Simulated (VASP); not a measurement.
Calculation: PBE GGA, VASP's PBE PAW potentials (set 64) (plane waves; VASP).

VASP ran on this input.

### KPOINTS
```
k-points along high-symmetry lines
15
Line-mode
Reciprocal
  0.000000   0.000000   0.000000 ! GAMMA
 -0.500000  -0.500000   0.000000 ! X

 -0.500000  -0.500000   0.000000 ! X
 -0.375000  -0.375000   0.250000 ! U

 -0.375000  -0.000000   0.375000 ! K
  0.000000   0.000000   0.000000 ! GAMMA

  0.000000   0.000000   0.000000 ! GAMMA
  0.000000   0.000000   0.500000 ! L

  0.000000   0.000000   0.500000 ! L
 -0.500000  -0.250000   0.250000 ! W

 -0.500000  -0.250000   0.250000 ! W
 -0.500000  -0.500000   0.000000 ! X
```

INCAR:
```
SYSTEM = CdTe
PREC = Accurate
ENCUT = 520
EDIFF = 1E-7
NELM = 100
ALGO = Normal
LREAL = .FALSE.
LASPH = .TRUE.
ISMEAR = 0
SIGMA = 0.05
GGA = PE
LMAXMIX = 4
LWAVE = .FALSE.
LCHARG = .FALSE.
LORBIT = 11
ICHARG = 11
```

File POSCAR:
```
CdTe
4.6844910
  0.0000000000   0.7071067073   0.7071067073
  0.7071067073   0.0000000000   0.7071067073
  0.7071067073   0.7071067073   0.0000000000
Cd Te
1 1
Direct
  0.0000000000   0.0000000000   0.0000000000
  0.2500000000   0.2500000000   0.2500000000
```

POTCAR, in this order: Cd Te (PBE.64 set). Program: vasp_std. Read from the step before: CHGCAR.

Output

**OSZICAR**
```
       N       E                     dE             d eps       ncg     rms          rms(c)
DAV:   1     0.102721050193E+03    0.10272E+03   -0.84459E+03  2340   0.119E+03
DAV:   2     0.289074890221E+00   -0.10243E+03   -0.98361E+02  2655   0.278E+02
DAV:   3    -0.392142187398E+01   -0.42105E+01   -0.41575E+01  2805   0.575E+01
DAV:   4    -0.396364099418E+01   -0.42219E-01   -0.42214E-01  3323   0.517E+00
DAV:   5    -0.396381348124E+01   -0.17249E-03   -0.17249E-03  2758   0.281E-01
DAV:   6    -0.396381755258E+01   -0.40713E-05   -0.40713E-05  3289   0.306E-02
DAV:   7    -0.396381758066E+01   -0.28076E-07   -0.28060E-07  2422   0.236E-03
   1 F= -.39638176E+01 E0= -.39638176E+01  d E =-.112836E-10
```

### OUTCAR
```
 val. band max:        1.7723623279   @ k =   0.0000   0.0000   0.0000

 cond. band min:       2.3460853408   @ k =   0.0000   0.0000   0.0000



 k-point     1 :       0.0000    0.0000    0.0000
  band No.  band energies     occupation
      1      -9.0462      2.00000
      2      -6.3093      2.00000
      3      -6.3093      2.00000
      4      -6.3093      2.00000
      5      -6.0945      2.00000
      6      -6.0945      2.00000
      7       1.7724      2.00000
      8       1.7724      2.00000
      9       1.7724      2.00000
     10       2.3461      0.00000
     11       6.4127      0.00000
     12       6.4127      0.00000
     13       6.4127      0.00000

 k-point     2 :      -0.0357   -0.0357    0.0000
  band No.  band energies     occupation
      1      -9.0405      2.00000
      2      -6.3078      2.00000
      3      -6.3078      2.00000
      4      -6.3057      2.00000
      5      -6.0950      2.00000
      6      -6.0942      2.00000
      7       1.5357      2.00000
      8       1.7423      2.00000
      9       1.7423      2.00000
     10       2.5875      0.00000
     11       6.3488      0.00000
     12       6.4581      0.00000
     13       6.4581      0.00000

 k-point     3 :      -0.0714   -0.0714    0.0000
  band No.  band energies     occupation
      1      -9.0238      2.00000
      2      -6.3033      2.00000
      3      -6.3033      2.00000
      4      -6.2950      2.00000
      5      -6.0964      2.00000
      6      -6.0933      2.00000
      7       1.1450      2.00000
      8       1.6564      2.00000
      9       1.6564      2.00000
     10       2.9901      0.00000
     11       6.1819      0.00000
     12       6.5900      0.00000
     13       6.5900      0.00000

 k-point     4 :      -0.1071   -0.1071    0.0000
  band No.  band energies     occupation
      1      -8.9968      2.00000
      2      -6.2960      2.00000
      3      -6.2960      2.00000
      4      -6.2768      2.00000
...
```

The density is held fixed in this step, so its total energy and stress have no physical meaning. Unless said otherwise, spin-orbit coupling is left out, though it shifts the bands of the heavy elements here.

The compound is CdTe in the zinc blende structure. It was relaxed first, which changed the volume by +7 %.
